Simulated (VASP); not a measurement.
# C18Br in VASP: single point with PBE

Aim: the single point of C18Br with PBE.

Program: VASP 6.6.1. These are calculated values, not measurements. Logs are shortened: lines on timing, memory, paths and dates and some standing lists are left out, and cuts for length are marked.

### Step 1. The structure

The cell holds a slab with vacuum, 19 atoms: a = 7.398 Å, b = 7.398 Å, c = 13.000 Å, α = 90.00°, β = 90.00°, γ = 120.00°.

The cell was built by a generator and needn't be a form met in nature.

### Step 2. Single point, PBE, collinear spin, typed start

Contents of INCAR:

```
SYSTEM = C18Br
PREC = Accurate
ENCUT = 520
EDIFF = 1E-7
ISMEAR = -1
SIGMA = 0.05
LREAL = Auto
LASPH = .TRUE.
NELM = 150
ALGO = Fast
ISIF = 2
LWAVE = .FALSE.
LCHARG = .FALSE.
ISPIN = 2
MAGMOM = 0 0 0 0 0 0 0 0 0 0 0 0 0 0 0 0 0 0 1
LORBIT = 11
GGA = PE
NBANDS = 58
```

Contents of KPOINTS:

```
Automatic mesh
0
G
  2 2 1
  0 0 0
```

Contents of POSCAR:

```
C18Br
1.0
    7.3980000000      0.0000000000      0.0000000000
   -3.6990000000      6.4068560000      0.0000000000
    0.0000000000      0.0000000000     13.0000000000
C Br
18 1
Direct
    0.0057082645      0.0038456356      0.0754553663
    0.2280666368      0.1150230622      0.0728365695
    0.0056269467      0.3370869847      0.0719410227
    0.2278452832      0.4482585319      0.0719781288
    0.0056224706      0.6705210998      0.0719322126
    0.2278476469      0.7815727954      0.0719573908
    0.3388633855      0.0038350269      0.0719054659
    0.5612060195      0.1149659052      0.0717645218
    0.3388658831      0.3370032215      0.0719242059
    0.5612148726      0.4482195373      0.0717686346
    0.3389568637      0.6704758896      0.0719070608
    0.5611646464      0.7815746408      0.0719550157
    0.6723537679      0.0038149614      0.0719728631
    0.8944261094      0.1150421002      0.0731443134
    0.6722977069      0.3371418023      0.0720936195
    0.8944858046      0.4482394721      0.0717460496
    0.6723609405      0.6705146922      0.0719688640
    0.8944255671      0.7813566854      0.0731471556
   -0.0036184159     -0.0019349444      0.3070635393
```

Potentials or basis: VASP PAW PBE potentials, release 64 (C, Br).

On the command line:

```console
> cat potpaw_PBE.64/C/POTCAR potpaw_PBE.64/Br/POTCAR > POTCAR
> mpirun -np 1 vasp_std > vasp.out
```

OUTCAR:

```text
SYSTEM = C18Br
   PREC = Accurate
   ENCUT = 520
   EDIFF = 1E-7
   ISMEAR = -1
   LREAL = Auto
   LASPH = .TRUE.
   NELM = 150
   ISIF = 2
   ISPIN = 2
   LORBIT = 11
   GGA = PE

 ion  position               nearest neighbor table
   1  0.006  0.004  0.075-   2 1.43  14 1.43  18 1.43
   2  0.228  0.115  0.073-   9 1.42   7 1.42   1 1.43
   3  0.006  0.337  0.072-  14 1.42   4 1.42  16 1.42
   4  0.228  0.448  0.072-  11 1.42   3 1.42   9 1.42
   5  0.006  0.671  0.072-  18 1.42   6 1.42  16 1.42
   6  0.228  0.782  0.072-  11 1.42   5 1.42   7 1.42
[... 10 lines left out ...]
  17  0.672  0.671  0.072-  18 1.42  12 1.42  10 1.42
  18  0.894  0.781  0.073-   5 1.42  17 1.42   1 1.43
  19  0.996  0.998  0.307-

  LATTYP: Found a hexagonal cell.
 ALAT       =     7.3980000000
 C/A-ratio  =     1.7572316842

  Lattice vectors:

 A1 = (   7.3980000000,   0.0000000000,   0.0000000000)
 A2 = (  -3.6990000000,   6.4068560000,   0.0000000000)
 A3 = (   0.0000000000,   0.0000000000,  13.0000000000)

Analysis of symmetry for initial positions (statically):
=====================================================================
 Subroutine PRICEL returns:
 Original cell was already a primitive cell.

 Routine SETGRP: Setting up the symmetry group for a
 hexagonal supercell.

 Subroutine GETGRP returns: Found  1 space group operations
 (whereof  1 operations were pure point group operations)
 out of a pool of 24 trial point group operations.

The static configuration has the point symmetry C_1 .

Analysis of symmetry for dynamics (positions and initial velocities):
=====================================================================
 Subroutine PRICEL returns:
 Original cell was already a primitive cell.

 Routine SETGRP: Setting up the symmetry group for a
 hexagonal supercell.

 Subroutine GETGRP returns: Found  1 space group operations
 (whereof  1 operations were pure point group operations)
 out of a pool of 24 trial point group operations.

The dynamic configuration has the point symmetry C_1 .

Analysis of structural, dynamic, and magnetic symmetry:
=====================================================================
 Subroutine PRICEL returns:
 Original cell was already a primitive cell.

 Routine SETGRP: Setting up the symmetry group for a
 hexagonal supercell.

 Subroutine GETGRP returns: Found  1 space group operations
 (whereof  1 operations were pure point group operations)
 out of a pool of 24 trial point group operations.

The overall configuration has the point symmetry C_1 .

 Subroutine INISYM returns: Found  1 space group operations
 (whereof  1 operations are pure point group operations),
 and found     1 'primitive' translations

----------------------------------------------------------------------------------------

                                     Primitive cell

  volume of cell :     616.1730

  direct lattice vectors                    reciprocal lattice vectors
     7.398000000  0.000000000  0.000000000     0.135171668  0.078041398  0.000000000
    -3.699000000  6.406856000  0.000000000     0.000000000  0.156082796  0.000000000
     0.000000000  0.000000000 13.000000000     0.000000000  0.000000000  0.076923077

  length of vectors
     7.398000000  7.398000054 13.000000000     0.156082797  0.156082796  0.076923077

  position of ions in fractional coordinates (direct lattice)
     0.005708265  0.003845636  0.075455366
     0.228066637  0.115023062  0.072836569
     0.005626947  0.337086985  0.071941023
     0.227845283  0.448258532  0.071978129
     0.005622471  0.670521100  0.071932213
     0.227847647  0.781572795  0.071957391
[... 11 lines left out ...]
     0.894425567  0.781356685  0.073147156
     0.996381584  0.998065056  0.307063539

  ion indices of the primitive-cell ions
   primitive index   ion index
                 1           1
                 2           2
[... 48 lines left out ...]
  0.000000  0.500000  0.000000      1.000000
  0.500000  0.500000  0.000000      1.000000
   k-points           NKPTS =      4   k-points in BZ     NKDIM =      4   number of bands    NBANDS=     58
   number of dos      NEDOS =    301   number of ions     NIONS =     19
   total plane-waves  NPLWV = 307328
   dimension x,y,z NGX =    56 NGY =   56 NGZ =   98
   dimension x,y,z NGXF=   112 NGYF=  112 NGZF=  196
   ions per type =              18   1
   NGX,Y,Z   is equivalent  to a cutoff of  12.58, 12.58, 12.53 a.u.
   NGXF,Y,Z  is equivalent  to a cutoff of  25.17, 25.17, 25.06 a.u.
 SYSTEM =  C18Br
   PREC   = accura    normal or accurate (medium, high low for compatibility)
   ISTART =      0    job   : 0-new  1-cont  2-samecut
   ICHARG =      2    charge: 1-file 2-atom 10-const
   ISPIN  =      2    spin polarized calculation?
   LNONCOLLINEAR =      F non collinear calculations
   LSORBIT =      F    spin-orbit coupling
   LASPH  =      T    aspherical Exc in radial PAW
   ENCUT  =  520.0 eV  38.22 Ry    6.18 a.u.  13.76 13.76 24.17*2*pi/ulx,y,z
   NELM   =    150;   NELMIN=  2; NELMDL= -5     # of ELM steps
   EDIFF  = 0.1E-06   stopping-criterion for ELM
   LREAL  =      T    real-space projection
   EDIFFG = 0.1E-05   stopping-criterion for IOM
   NSW    =      0    number of steps for IOM
   IBRION =     -1    ionic relax: 0-MD 1-quasi-New 2-CG
   NFREE  =      0    steps in history (QN), initial steepest desc. (CG)
   ISIF   =      2    stress and relaxation
   ISYM   =      2    0-nonsym 1-usesym 2-fastsym
   POTIM  = 0.5000    time-step for ionic-motion
   TEBEG  =    0.0;   TEEND  =   0.0 temperature during run
   PSTRESS=    0.0 pullay stress
   NELECT =      79.0000    total number of electrons
   NUPDOWN=      -1.0000    fix difference up-down
   EMIN   =  10.00;   EMAX   =-10.00  energy-range for DOS
   EFERMI =   0.00;   METHOD = LEGACY
   ISMEAR =    -1;   SIGMA  =   0.05  broadening in eV -4-tet -1-fermi 0-gaus
   EFERMI_NEDOS =   21; number of points for ismear=-14 and -15
   IALGO  =     68    algorithm
   IMIX   =      4    mixing-type and parameters
     AMIX     =   0.40;   BMIX     =  1.00
     AMIX_MAG =   1.60;   BMIX_MAG =  1.00
  volume/ion in A,a.u.               =      32.43       218.85
  Fermi-wavevector in a.u.,A,eV,Ry     =   0.825499  1.559966  9.271661  0.681448
  Thomas-Fermi vector in A             =   1.937368
   LORBIT       =     11    0 simple, 1 ext, 2 COOP (PROOUT), +10 PAW based schemes
   GGA     = PE    functional components
   LHFCALC =     F    Hartree Fock is set to
   AEXX    =    0.0000 exact exchange contribution
   IVDW    =     0    specifies the selected vdW correction
   LEPSILON=     F    determine dielectric tensor
   LRPA    =     F    only Hartree local field effects (RPA)
 spin polarized calculation
 RMM-DIIS sequential band-by-band and
  energy-cutoff  :      520.00
  volume of cell :      616.17
 maximum number of plane-waves:     16651
 NGX is ok and might be reduce to    56
   NGX = 27   NGY = 27   NGZ = 49

 number of electron      78.9999999 magnetization       0.1818733

 Free energy of the ion-electron system (eV)
  ---------------------------------------------------
  ext. energy  EPLUGINS =         0.00000000
  ---------------------------------------------------
  free energy    TOTEN  =      -166.68777285 eV

  energy without entropy =     -166.62759667  energy(sigma->0) =     -166.65768476

 E-fermi :  -2.7582     XC(G=0):  -3.9929

 val. band max:       -2.8278763776   @ k =   0.5000   0.0000   0.0000
 cond. band min:      -2.7054072183   @ k =   0.0000   0.0000   0.0000
 fundamental gap:      0.1224691593
 Fermi energy:        -2.7581810077

 spin component 1

 k-point     1 :       0.0000    0.0000    0.0000
  band No.  band energies     occupation
      1     -22.2667      1.00000
      2     -19.6935      1.00000
      3     -19.6913      1.00000
      4     -19.6905      1.00000
      5     -19.6830      1.00000
      6     -19.6813      1.00000
[... 205 lines left out ...]
     50       3.6629      0.00000
     51       3.6659      0.00000
 Fermi energy:        -2.7581810077

 spin component 2

 k-point     1 :       0.0000    0.0000    0.0000
  band No.  band energies     occupation
      1     -22.2727      1.00000
      2     -19.6999      1.00000
      3     -19.6988      1.00000
      4     -19.6962      1.00000
      5     -19.6880      1.00000
      6     -19.6865      1.00000
[... 205 lines left out ...]
     50       3.6464      0.00000
     51       3.6500      0.00000
 [bands above 51 left out]

------------------------ aborting loop because EDIFF is reached ----------------------------------------

  FORCE on cell =-STRESS in cart. coord.  units (eV):
  Direction    XX          YY          ZZ          XY          YZ          ZX
  --------------------------------------------------------------------------------------
  -------------------------------------------------------------------------------------
  Total       -0.1982570     -0.2174429     -0.2746513      0.0149636      0.0035857      0.0051023
  in kB       -0.5155092     -0.5653966     -0.7141502      0.0389086      0.0093236      0.0132670
  external PRESSURE =      -0.5983520 kB  Pullay stress =       0.0000000 kB

 VOLUME and BASIS-vectors are now :
 -----------------------------------------------------------------------------
  energy-cutoff  :      520.00
  volume of cell :      616.17
      direct lattice vectors                 reciprocal lattice vectors
     7.398000000  0.000000000  0.000000000     0.135171668  0.078041398  0.000000000
    -3.699000000  6.406856000  0.000000000     0.000000000  0.156082796  0.000000000
     0.000000000  0.000000000 13.000000000     0.000000000  0.000000000  0.076923077

 POSITION                                       TOTAL-FORCE (eV/Angst)
 -----------------------------------------------------------------------------------
      0.02800      0.02464      0.98092        -0.029470     -0.016200      0.001533
      1.26177      0.73694      0.94688         0.010982      0.008790      0.017986
     -1.20526      2.15967      0.93523        -0.012549     -0.005571      0.002443
      0.02749      2.87193      0.93572         0.007429     -0.002187     -0.001484
     -2.43866      4.29593      0.93512        -0.006810     -0.006244     -0.001108
     -1.20542      5.00742      0.93545         0.001660      0.003988      0.000850
[... 11 lines left out ...]
      3.72672      5.00604      0.95091        -0.002723     -0.014446     -0.006134
      3.67939      6.39446      3.99183         0.008401      0.005106      0.003667
 -----------------------------------------------------------------------------------
    total drift:                               -0.030276     -0.008109      0.022305

  FREE ENERGIE OF THE ION-ELECTRON SYSTEM (eV)
  ---------------------------------------------------
  free  energy   TOTEN  =      -166.6877728523 eV

  energy  without entropy=     -166.6275966681  energy(sigma->0) =     -166.65768476

 total charge

# of ion       s       p       d       tot
------------------------------------------
    1        0.865   1.766   0.000   2.631
    2        0.865   1.779   0.000   2.644
    3        0.864   1.781   0.000   2.645
    4        0.864   1.781   0.000   2.645
    5        0.864   1.781   0.000   2.645
    6        0.864   1.781   0.000   2.645
[... 11 lines left out ...]
   18        0.865   1.777   0.000   2.642
   19        1.615   3.173   0.002   4.789
--------------------------------------------------
tot         17.166  35.208   0.002  52.376

 magnetization (x)

# of ion       s       p       d       tot
------------------------------------------
    1        0.000  -0.004   0.000  -0.004
    2        0.000   0.002   0.000   0.002
    3       -0.000  -0.005   0.000  -0.005
    4        0.000  -0.000   0.000  -0.000
    5       -0.000  -0.005   0.000  -0.005
    6        0.000  -0.000   0.000  -0.000
[... 11 lines left out ...]
   18        0.000   0.002   0.000   0.002
   19        0.006   0.170   0.000   0.176
--------------------------------------------------
tot          0.005   0.127   0.000   0.132
```

It took 6.7 min on 1 thread of Intel Xeon 6975P-C (Granite Rapids), shared host; peak memory 0.96 GiB.

What came out:

- Free energy: -166.6878 eV
- Largest force: 0.034 eV/Å
- Band gap on the k mesh: none (metal or under the smearing width)
- Net moment: 0.18 μB per cell
- Site moments: C -0.00, +0.00, -0.01; Br +0.18 μB
- Valence electrons inside the program's atomic spheres: C 2.63, 2.64, 2.65; Br 4.79

Forces in eV/Å, atoms in the order of the input:
```
C   -0.029 -0.016  0.002
C    0.011  0.009  0.018
C   -0.013 -0.006  0.002
C    0.007 -0.002 -0.001
C   -0.007 -0.006 -0.001
C    0.002  0.004  0.001
C    0.028 -0.001 -0.006
C    0.001 -0.011  0.000
C    0.007  0.030 -0.008
C   -0.014  0.007  0.002
C    0.002  0.000 -0.001
C    0.017  0.004 -0.002
C    0.001  0.003  0.000
C   -0.020  0.002 -0.007
C   -0.001 -0.005 -0.003
C    0.004 -0.003  0.004
C    0.000  0.001  0.002
C   -0.003 -0.014 -0.006
Br   0.008  0.005  0.004
```

Caveat: the k mesh is coarse (spacing up to 0.49 Å⁻¹), so the values aren't converged.
